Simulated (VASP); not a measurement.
Computed with PBE GGA with D3 dispersion (zero damping), VASP's PBE PAW potentials (set 64) (plane waves; VASP).

VASP ran on this input.

INCAR:
```
SYSTEM = MgI2
PREC = Accurate
ENCUT = 520
EDIFF = 1E-7
NELM = 100
ALGO = Normal
LREAL = .FALSE.
LASPH = .TRUE.
ISMEAR = -5
GGA = PE
IVDW = 11
LMAXMIX = 4
LWAVE = .FALSE.
LCHARG = .TRUE.
LORBIT = 11
NEDOS = 601
ISIF = 2
LEFG = .TRUE.
```

### KPOINTS
```
kpoints
0
gamma
  7 7 4
```

**POSCAR**
```
MgI2
4.1571210
  0.5000000899  -0.8660254565   0.0000000000
  0.5000000899   0.8660254565   0.0000000000
  0.0000000000   0.0000000000   1.6667158679
Mg I
1 2
Cart
  0.0000000000   0.0000000000   0.0000000000
  0.5000000899   0.2886757295   0.4041720306
  0.5000000899  -0.2886757295   1.2625438373
```

POTCAR, in this order: Mg I (PBE.64 set). Program: vasp_std.

What VASP printed:

File OSZICAR:
```
       N       E                     dE             d eps       ncg     rms          rms(c)
DAV:   1     0.818168671372E+02    0.81817E+02   -0.58832E+03   672   0.104E+03
DAV:   2    -0.143640798803E+01   -0.83253E+02   -0.76959E+02   984   0.152E+02
DAV:   3    -0.773309955858E+01   -0.62967E+01   -0.62703E+01   844   0.503E+01
DAV:   4    -0.785725172922E+01   -0.12415E+00   -0.12412E+00   884   0.865E+00
DAV:   5    -0.785940212266E+01   -0.21504E-02   -0.21503E-02   864   0.113E+00    0.398E+00
DAV:   6    -0.773038456380E+01    0.12902E+00   -0.15068E-01   736   0.216E+00    0.276E+00
DAV:   7    -0.770591388657E+01    0.24471E-01   -0.14200E-01   788   0.214E+00    0.740E-01
DAV:   8    -0.770413077767E+01    0.17831E-02   -0.96605E-03   768   0.606E-01    0.249E-01
DAV:   9    -0.770428451304E+01   -0.15374E-03   -0.10364E-03   868   0.234E-01    0.977E-02
DAV:  10    -0.770427098706E+01    0.13526E-04   -0.32004E-05   804   0.489E-02    0.422E-02
DAV:  11    -0.770427720064E+01   -0.62136E-05   -0.18942E-05   772   0.328E-02    0.312E-02
DAV:  12    -0.770427789672E+01   -0.69607E-06   -0.12565E-06   864   0.732E-03    0.109E-02
DAV:  13    -0.770427788545E+01    0.11270E-07   -0.17877E-08   548   0.124E-03
   1 F= -.83483606E+01 E0= -.83483606E+01  d E =0.000000E+00
```

### OUTCAR
```
------------------------ aborting loop because EDIFF is reached ----------------------------------------
 Edisp (eV)   -0.64408
  FORCE on cell =-STRESS in cart. coord.  units (eV):
  Direction    XX          YY          ZZ          XY          YZ          ZX
  --------------------------------------------------------------------------------------
  Total       0.01163     0.01163     0.02540    -0.00000    -0.00000     0.00000
  in kB       0.17965     0.17965     0.39251    -0.00000    -0.00000     0.00000
  external pressure =        0.25 kB  Pullay stress =        0.00 kB
  volume of cell :      103.70
      direct lattice vectors                 reciprocal lattice vectors
     2.078560874 -3.600172612  0.000000000     0.240551050 -0.138882230  0.000000000
     2.078560874  3.600172612  0.000000000     0.240551050  0.138882230  0.000000000
     0.000000000  0.000000000  6.928739535     0.000000000  0.000000000  0.144326395
 POSITION                                       TOTAL-FORCE (eV/Angst)
 -----------------------------------------------------------------------------------
      0.00000      0.00000      0.00000         0.000000      0.000000      0.000000
      2.07856      1.20006      1.68019         0.000000      0.000000     -0.007682
      2.07856     -1.20006      5.24855        -0.000000     -0.000000      0.007682
 -----------------------------------------------------------------------------------
    total drift:                                0.000000     -0.000000      0.000000
  FREE ENERGIE OF THE ION-ELECTRON SYSTEM (eV)
  ---------------------------------------------------
  free  energy   TOTEN  =        -8.3483606401 eV

  energy  without entropy=       -8.3483606401  energy(sigma->0) =       -8.34836064

 total charge

# of ion       s       p       d       tot
------------------------------------------
    1        0.139   0.110   0.028   0.277
    2        1.506   2.822   0.013   4.341
    3        1.506   2.822   0.013   4.341
--------------------------------------------------
tot          3.151   5.754   0.053   8.958

 Electric field gradients after diagonalization (V/A^2)
 (convention: |V_zz| > |V_xx| > |V_yy|)
----------------------------------------------------------------------
 ion       V_xx      V_yy      V_zz     asymmetry (V_yy - V_xx)/ V_zz
----------------------------------------------------------------------
   1      -0.037    -0.036     0.073       0.001
   2      20.214    20.213   -40.427       0.000
   3      20.214    20.213   -40.427       0.000
```
(Selected blocks of OUTCAR.)

The compound is MgI2 in the 1T layered structure. It was relaxed first.
